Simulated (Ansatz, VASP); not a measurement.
# Ni in two plane-wave programs, part 3 of 3

Wanted: the spread between two codes on one cell, functional and k mesh. Of the first pair: The structure shown is frame 125 of Ansatz's trajectory.

VASP 6.6.1 and Ansatz 0.2.0.

So far. Step 6 (VASP: single point, PBE, pair 2): The run ends at a pressure of -2.57 GPa, with forces up to 4.1 eV/Å.

## 9. VASP: single point, PBE, pair 3

Level of this step: PBE, no spin polarisation; plane waves and PAW (Ni) (VASP).

The same cell, functional, mesh and smearing now go to VASP, with its own data sets.

INCAR

```
SYSTEM = Ni
PREC = Accurate
ENCUT = 520
EDIFF = 1E-06
NELM = 120
ISMEAR = -1
SIGMA = 0.153
LREAL = Auto
ALGO = Normal
GGA = PE
NBANDS = 440
LASPH = .TRUE.
LORBIT = 11
LWAVE = .FALSE.
LCHARG = .FALSE.
ISIF = 2
GGA_COMPAT = .FALSE.
NCORE = 2
```

POSCAR

```
Ni
1.0
    9.8250000000      0.0000000000      0.0000000000
    0.0000000000      9.8250000000      0.0000000000
    0.0000000000      0.0000000000      9.8250000000
Ni
76
Direct
    0.9288346056      0.6583206107      0.3094249364
    0.8997964377      0.7081730280      0.5403460560
    0.9003358779      0.0131297710      0.9513180662
    0.4732417303      0.5050279898      0.6974045802
    0.3280000000      0.8983307888      0.0014452926
    0.3629109415      0.5857608142      0.4391145038
    0.7298524173      0.8966717557      0.5917150127
    0.0123969466      0.4976997455      0.5667175573
    0.6117659033      0.1123969466      0.6014961832
    0.6866564885      0.3737302799      0.9872366412
    0.3467684478      0.3677251908      0.1815368957
    0.1146463104      0.5307786260      0.8437557252
    0.4336386768      0.9344529262      0.5137201018
    0.9846412214      0.0063715013      0.6406921120
    0.3089465649      0.0678167939      0.1623104326
    0.5518269720      0.6732010178      0.2509923664
    0.7310229008      0.8921933842      0.1285597964
    0.2680407125      0.1564580153      0.6382086514
    0.9007837150      0.3442849873      0.1051704835
    0.0684783715      0.1323765903      0.8033078880
    0.4874605598      0.9565496183      0.7409465649
    0.6913587786      0.3721424936      0.7301679389
    0.7843562341      0.0820865140      0.7388091603
    0.1232875318      0.3291195929      0.0135267176
    0.8581577608      0.5574249364      0.7163358779
    0.6929160305      0.9199491094      0.8744122137
    0.4888040712      0.2398269720      0.3419745547
    0.6441730280      0.3702798982      0.2262086514
    0.8751755725      0.8086005089      0.7674300254
    0.1938625954      0.9001119593      0.5146870229
    0.7013740458      0.3018829517      0.4691094148
    0.9865954198      0.6031857506      0.0467073791
    0.5574147583      0.1604478372      0.8258218830
    0.1057608142      0.4716030534      0.2512366412
    0.9312773537      0.3426259542      0.8186666667
    0.2290178117      0.5391552163      0.0437048346
    0.8055267176      0.7011297710      0.9632977099
    0.3240916031      0.6850076336      0.1906564885
    0.2172926209      0.9411908397      0.7499745547
    0.8027684478      0.0589618321      0.4444681934
    0.1318473282      0.0479083969      0.0195623410
    0.2161323155      0.3142086514      0.4707684478
    0.7492417303      0.2080203562      0.2447022901
    0.9123969466      0.2715318066      0.6215368957
    0.5207430025      0.9549720102      0.1529363868
    0.1404376590      0.2465852417      0.2477557252
    0.9414045802      0.0826972010      0.1993078880
    0.3012620865      0.0774758270      0.3870534351
    0.3918269720      0.7490381679      0.6334961832
    0.7331094148      0.1414554707      0.0003460560
    0.6504529262      0.5614554707      0.8609262087
    0.0646310433      0.0937099237      0.4402544529
    0.9648142494      0.8563256997      0.1256488550
    0.0950941476      0.8255470738      0.9227989822
    0.9652620865      0.8926513995      0.3881933842
    0.4814656489      0.2093638677      0.0649465649
    0.5731094148      0.7312671756      0.5121017812
    0.9355114504      0.3107073791      0.3460966921
    0.1155114504      0.7323765903      0.6990025445
    0.7792366412      0.5264223919      0.4240508906
    0.4346972010      0.3519491094      0.8961832061
    0.1827175573      0.8884478372      0.2349109415
    0.4635826972      0.3013944020      0.5702595420
    0.3917455471      0.6642239186      0.8866564885
    0.2833994911      0.1823206107      0.9103409669
    0.1659643766      0.6852417303      0.4160000000
    0.6113282443      0.7597251908      0.7434707379
    0.2289465649      0.5340050891      0.6100865140
    0.1607633588      0.3298015267      0.7212315522
    0.5874707379      0.7522239186      0.0050483461
    0.7565496183      0.5832671756      0.1736183206
    0.7412926209      0.7749923664      0.3414860051
    0.4914300254      0.5132926209      0.0864325700
    0.5451297710      0.4832671756      0.4310127226
    0.5594809160      0.0491806616      0.3649058524
    0.4044681934      0.8441221374      0.3240610687
```

KPOINTS

```
Automatic mesh
0
Gamma
1 1 1
0 0 0
```

The projector-augmented-wave data sets are Ni (PBE family, release 64).

The run is started by

```bash
mpirun -np 8 vasp_gam
```

Numbers of over 12 decimals in the logs are rounded to 6 here.

The program printed:

```text
[... set-up lines as in an earlier step ...]
 entering main loop
       N       E                     dE             d eps       ncg     rms          rms(c)
DAV:   1     0.812081906006E+04    0.81208E+04   -0.36354E+05   880   0.279E+03
DAV:   2     0.644377107677E+03   -0.74764E+04   -0.72935E+04   880   0.607E+02
DAV:   3    -0.361881265252E+03   -0.10063E+04   -0.89656E+03   880   0.235E+02
DAV:   4    -0.448298119435E+03   -0.86417E+02   -0.76223E+02   912   0.697E+01
[...]
DAV:  43    -0.386891246008E+03    0.13283E-04   -0.27096E-05  1168   0.461E-02    0.516E-02
DAV:  44    -0.386891240154E+03    0.58543E-05   -0.14424E-05  1016   0.319E-02    0.353E-02
DAV:  45    -0.386891239329E+03    0.82509E-06   -0.81453E-06   856   0.209E-02
   1 F= -.38689124E+03 E0= -.38006275E+03  d E =-.136570E+02
```

OUTCAR, selected parts (step 9):

```text
  FREE ENERGIE OF THE ION-ELECTRON SYSTEM (eV)
  ---------------------------------------------------
  free  energy   TOTEN  =      -386.8912393288 eV

  energy  without entropy=     -373.2342591825  energy(sigma->0) =     -380.06274926
```

The run ends at a pressure of -2.35 GPa, with forces up to 5.9 eV/Å.

## 10. Side by side

What differs besides the data sets and the points named for the pairs above, as far as they apply: the data sets hold 1368 valence electrons in Ansatz (on its default PAW (the set named soft_2) files) and 760 in VASP. Total energies have different zeros and are not compared.

Forces on 7 of the 76 atoms, those with the largest forces and the largest differences (eV/Å; atoms numbered as in POSCAR):

| atom | Ansatz x, y, z | VASP x, y, z |
| --- | --- | --- |
| Ni13 | 0.641, 1.653, 2.733 | 0.637, 1.638, 2.699 |
| Ni27 | -1.785, 2.823, -0.481 | -1.758, 2.768, -0.478 |
| Ni28 | -2.748, 5.391, -0.569 | -2.660, 5.237, -0.562 |
| Ni35 | -0.113, 0.944, 3.245 | -0.112, 0.936, 3.218 |
| Ni43 | 1.614, -5.460, 0.174 | 1.533, -5.308, 0.167 |
| Ni49 | -2.895, -1.219, 1.824 | -2.878, -1.209, 1.808 |
| Ni75 | 2.169, -2.531, -0.172 | 2.148, -2.477, -0.172 |

The forces differ by 20 meV/Å r.m.s., which is 1.8 % of the r.m.s. force of 1.099 eV/Å (both taken over all components). VASP's last cycles still show a density residual of 4e-03, so its state may not be settled.

## 11. Summary of results

```json
{"r.m.s. force difference (single point, PBE, pair 1)": "1.1 % of the r.m.s. force", "r.m.s. force difference (single point, PBE, pair 2)": "1.0 % of the r.m.s. force", "r.m.s. force difference (single point, PBE, pair 3)": "1.8 % of the r.m.s. force"}
```

The r.m.s. force difference is 1.8 % of the r.m.s. force (single point, PBE, pair 3), within the 3 % picked in this series as the mark of a large difference. The data sets hold unlike numbers of valence electrons (1368 in Ansatz and 760 in VASP), so part of the differences comes from the potentials. Such differences can come from data sets, numerical settings and the points named under the comparisons, not from the functional's error against experiment.

[Lines on the potential files, build, host, timing and source positions are cut from VASP's logs without a mark.]

[Logs are printed without paths, hosts, clocks, repeated set-up lines and the standing remarks that a program may print on its own settings, such as how far it seeks lower states.]

[Hosts, paths, dates, database ids (printed as entryN), source tags and the programs' standing remarks are cut or masked in the printed files.]
